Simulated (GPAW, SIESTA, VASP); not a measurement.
**SiRh3: programs and potentials compared**

```
CELL_PARAMETERS angstrom
-1.93357 1.93357 3.66934
1.93357 -1.93357 3.66934
1.93357 1.93357 -3.66934
ATOMIC_POSITIONS crystal
Rh 0.50000 0.50000 0.00000
Rh 0.25000 0.75000 0.50000
Rh 0.75000 0.25000 0.50000
Si 0.00000 0.00000 0.00000
```

The cell comes from a database or a generator and needn't be the stable form of this composition.

Alike in all runs: task single point; functional PBE; k mesh 10 × 10 × 10; occupations fermi-dirac, width 0.05 eV; no spin polarisation; no spin-orbit coupling. Pressure is positive in compression and, in plane waves, holds the error of the finite cutoff.

```tsv
program and potentials	plane-wave cutoff (eV)	notes	band gap (eV)	pressure (GPa)
GPAW, GPAW PAW data sets (gpaw-data 1.2.1)	600	12.25 valence electrons an atom on average	no gap	-0.02
VASP, PBE PAW files Rh_pv, Si, 520 eV	520	12.25 valence electrons an atom on average	no gap	-2.09
SIESTA, files PseudoDojo sr-pbe-0.4.1-standard, DZP (energy shift 0.003 Ry; two zetas on semicore shells)	-	atomic basis; 13.75 valence electrons an atom on average	no gap	0.77
```

None finds a gap. The pressure spans -2.09 (VASP, PBE PAW files Rh_pv, Si, 520 eV) to 0.77 GPa (SIESTA, files PseudoDojo sr-pbe-0.4.1-standard, DZP (energy shift 0.003 Ry; two zetas on semicore shells)). Rows in atomic bases carry the error of their basis and grid, which can be large.

Differences between rows come from potentials, basis sets and numerical settings, since the functional is the same but for its coding. Runs on potential files found faulty are left out.
